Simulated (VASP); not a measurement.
A convergence study with VASP on K (space group Im-3m): one setting is varied, all else stays as given below, so the limit is that of these other settings.

```
CELL_PARAMETERS angstrom
     -2.65320     2.65320     2.65320
      2.65320    -2.65320     2.65320
      2.65320     2.65320    -2.65320
ATOMIC_POSITIONS crystal
  K  0.00000 0.00000 0.00000
```

These are PBE GGA, VASP's PBE PAW potentials (set 64) (plane waves; VASP 6.6.1) values and carry that method's errors. The tightest run used: 300 eV cut-off, 21×21×21 Γ-centred mesh, Fermi-Dirac smearing of 0.10 eV, potentials K_sv.

Q: The settings run are 2×2×2 mesh; 3×3×3 mesh; 4×4×4 mesh; 5×5×5 mesh; 6×6×6 mesh; 7×7×7 mesh; 8×8×8 mesh; 10×10×10 mesh; 11×11×11 mesh; 13×13×13 mesh; 14×14×14 mesh; 17×17×17 mesh; 19×19×19 mesh; 21×21×21 mesh. From which on does the energy per atom stay within 0.005 eV/atom of the tightest run?

A: From 7×7×7 mesh on: it is off by 0.0023 there and by no more than 0.005 in any finer run, while 6×6×6 mesh is off by 0.0126.
```tsv
setting	E (eV/atom)	pressure (GPa)	irreducible k-points	difference judged (eV/atom)
2×2×2 mesh	-0.4824	0.17	3	0.5628
3×3×3 mesh	-1.1398	-0.29	4	0.0945
4×4×4 mesh	-0.9922	-0.09	8	0.0531
5×5×5 mesh	-1.0500	-0.18	10	0.0047
6×6×6 mesh	-1.0326	-0.15	16	0.0126
7×7×7 mesh	-1.0476	-0.17	20	0.0023
8×8×8 mesh	-1.0411	-0.16	29	0.0042
10×10×10 mesh	-1.0435	-0.16	47	0.0017
11×11×11 mesh	-1.0463	-0.17	56	0.0010
13×13×13 mesh	-1.0452	-0.17	84	0.0000
14×14×14 mesh	-1.0454	-0.17	104	0.0001
17×17×17 mesh	-1.0452	-0.17	165	0.0000
19×19×19 mesh	-1.0453	-0.17	220	0.0000
21×21×21 mesh	-1.0453	-0.17	286	0.0000
```

Left out are rungs that failed or repeat a setting and relaxations that didn't move; long series are thinned to 24 rows.

The structure is a typed K crystal (space group no. 229). The cell was not relaxed at this level.
